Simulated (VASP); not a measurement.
Given:

```xyz
2
Lattice="0.0000 2.9350 2.9350 2.9350 0.0000 2.9350 2.9350 2.9350 0.0000" Properties=species:S:1:pos:R:3 pbc="T T T"
In     0.0000     0.0000     0.0000
P      1.4675     1.4675     1.4675
```

Method: G0W0 on PBE orbitals, VASP's PBE PAW potentials (set 64) (plane waves; VASP 6.6.1). Settings: PREC = Normal, 500 eV cut-off, 4×4×4 Γ-centred mesh, Gaussian smearing of 0.010 eV, potentials In_d_GW P_GW.

The mesh is coarse and the basis finite, so the quasiparticle values are not converged.

NBANDS = 160, ENCUTGW = 200 eV, NOMEGA = 64. The PBE levels (eV) that the step starts from are:

| state | KS energy | filling |
|---|---|---|
| k1 (0.00, 0.00, 0.00), band 6 | -7.58 | 2 |
| k1 (0.00, 0.00, 0.00), band 7 | 3.91 | 2 |
| k1 (0.00, 0.00, 0.00), band 8 | 3.91 | 2 |
| k1 (0.00, 0.00, 0.00), band 9 | 3.91 | 2 |
| k1 (0.00, 0.00, 0.00), band 10 | 4.58 | 0 |
| k1 (0.00, 0.00, 0.00), band 11 | 7.97 | 0 |
| k1 (0.00, 0.00, 0.00), band 12 | 7.97 | 0 |
| k1 (0.00, 0.00, 0.00), band 13 | 7.97 | 0 |
| k2 (0.25, 0.00, 0.00), band 6 | -6.91 | 2 |
| k2 (0.25, 0.00, 0.00), band 7 | 0.47 | 2 |
| k2 (0.25, 0.00, 0.00), band 8 | 3.36 | 2 |
| k2 (0.25, 0.00, 0.00), band 9 | 3.36 | 2 |
| k2 (0.25, 0.00, 0.00), band 10 | 5.68 | 0 |
| k2 (0.25, 0.00, 0.00), band 11 | 8.67 | 0 |
| k2 (0.25, 0.00, 0.00), band 12 | 8.67 | 0 |
| k2 (0.25, 0.00, 0.00), band 13 | 9.21 | 0 |
| k8 (-0.25, 0.50, 0.25), band 6 | -5.14 | 2 |
| k8 (-0.25, 0.50, 0.25), band 7 | -1.69 | 2 |
| k8 (-0.25, 0.50, 0.25), band 8 | 0.97 | 2 |
| k8 (-0.25, 0.50, 0.25), band 9 | 1.01 | 2 |
| k8 (-0.25, 0.50, 0.25), band 10 | 8.19 | 0 |
| k8 (-0.25, 0.50, 0.25), band 11 | 8.26 | 0 |
| k8 (-0.25, 0.50, 0.25), band 12 | 9.44 | 0 |
| k8 (-0.25, 0.50, 0.25), band 13 | 10.10 | 0 |

### Question
Give the quasiparticle energies and renormalisation factors Z.

### Answer

| state | QP energy (eV) | Z |
|---|---|---|
| k1 (0.00, 0.00, 0.00), band 6 | -7.94 | 0.59 |
| k1 (0.00, 0.00, 0.00), band 7 | 3.43 | 0.74 |
| k1 (0.00, 0.00, 0.00), band 8 | 3.43 | 0.74 |
| k1 (0.00, 0.00, 0.00), band 9 | 3.43 | 0.74 |
| k1 (0.00, 0.00, 0.00), band 10 | 4.63 | 0.75 |
| k1 (0.00, 0.00, 0.00), band 11 | 8.06 | 0.75 |
| k1 (0.00, 0.00, 0.00), band 12 | 8.06 | 0.75 |
| k1 (0.00, 0.00, 0.00), band 13 | 8.06 | 0.75 |
| k2 (0.25, 0.00, 0.00), band 6 | -7.34 | 0.64 |
| k2 (0.25, 0.00, 0.00), band 7 | -0.07 | 0.71 |
| k2 (0.25, 0.00, 0.00), band 8 | 2.85 | 0.73 |
| k2 (0.25, 0.00, 0.00), band 9 | 2.85 | 0.73 |
| k2 (0.25, 0.00, 0.00), band 10 | 5.73 | 0.75 |
| k2 (0.25, 0.00, 0.00), band 11 | 8.76 | 0.74 |
| k2 (0.25, 0.00, 0.00), band 12 | 8.76 | 0.74 |
| k2 (0.25, 0.00, 0.00), band 13 | 9.23 | 0.73 |
| k8 (-0.25, 0.50, 0.25), band 6 | -5.58 | 0.67 |
| k8 (-0.25, 0.50, 0.25), band 7 | -2.23 | 0.69 |
| k8 (-0.25, 0.50, 0.25), band 8 | 0.37 | 0.71 |
| k8 (-0.25, 0.50, 0.25), band 9 | 0.42 | 0.72 |
| k8 (-0.25, 0.50, 0.25), band 10 | 8.11 | 0.74 |
| k8 (-0.25, 0.50, 0.25), band 11 | 8.47 | 0.72 |
| k8 (-0.25, 0.50, 0.25), band 12 | 9.47 | 0.74 |
| k8 (-0.25, 0.50, 0.25), band 13 | 10.02 | 0.74 |
On the mesh the gap opens from 0.67 to 1.20 eV.

The compound is InP in the zinc blende structure. The cell was not relaxed at this level. The k-mesh is coarse (spacing up to 0.46 per Å, 2π included), so the numbers may not be converged in it.
